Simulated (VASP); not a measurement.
Method: PBEsol GGA, VASP's PBE PAW potentials (set 64) (plane waves; VASP).

VASP input:

INCAR:
```
! general
SYSTEM   =  NiSb
PREC     =  Accurate
ENCUT    =  480
LREAL    =  .FALSE.   ! projection in real space or not
LASPH    =  .TRUE.   ! aspherical one-centre terms

! electronic loop
EDIFF    =  1E-7
NELM     =  100   ! most electronic steps
ALGO     =  Normal
LMAXMIX  =  4   ! l cut-off of mixed one-centre charges

! smearing
ISMEAR   =  1   ! Methfessel-Paxton
SIGMA    =  0.1   ! width (eV)

! functional
GGA      =  PS   ! PBEsol

! ions
ISIF     =  2   ! forces and stress, cell fixed

! output
LWAVE    =  .FALSE.
LCHARG   =  .FALSE.
```

**POSCAR**
```
NiSb
1
    1.9574784943    -3.3904523681    -0.0000000000
    1.9574784943     3.3904523681    -0.0000000000
    0.0000000000    -0.0000000000     5.0754711915
Ni Sb
2 2
Direct
  0.0000000000   0.0000000000   0.5000000000
  0.0000000000   0.0000000000   0.0000000000
  0.3443934710   0.6556065290   0.2500000000
  0.6666670000   0.3333330000   0.7500000000
```

File KPOINTS:
```
Automatic mesh
0
Gamma
8 8 6
0 0 0
```

POTCAR, in this order: Ni Sb (PBE.64 set). Program: vasp_std.

Unless said otherwise, spin-orbit coupling is left out, though it shifts the bands of the heavy elements here.

### Question
What does the run give for the energy per atom (σ→0), largest force, band gap (on the k-mesh)?

### Answer

energy per atom (σ→0): -5.664 eV/atom
band gap (on the k-mesh): none (metal, semimetal or under 0.01 eV)
largest force: 0.530 eV/Å

### OSZICAR
```
...
DAV:   9    -0.226571219220E+02    0.64335E-01   -0.26259E-01  3586   0.895E+00    0.622E-01
DAV:  10    -0.226576816488E+02   -0.55973E-03   -0.81645E-03  3466   0.923E-01    0.486E-01
DAV:  11    -0.226570425042E+02    0.63914E-03   -0.59889E-04  3795   0.226E-01    0.135E-01
DAV:  12    -0.226568531577E+02    0.18935E-03   -0.52196E-04  4516   0.396E-01    0.333E-02
DAV:  13    -0.226568562420E+02   -0.30843E-05   -0.55523E-05  3414   0.544E-02    0.314E-02
DAV:  14    -0.226568556214E+02    0.62058E-06   -0.25741E-06  3657   0.154E-02    0.511E-03
DAV:  15    -0.226568555280E+02    0.93452E-07   -0.20795E-07  2371   0.499E-03
   1 F= -.22656856E+02 E0= -.22656745E+02  d E =-.331033E-03
```

The compound is NiSb in the NiAs type structure. This cell was strained or had an atom moved on purpose. The run is not spin-polarised, so no magnetic state was tried.
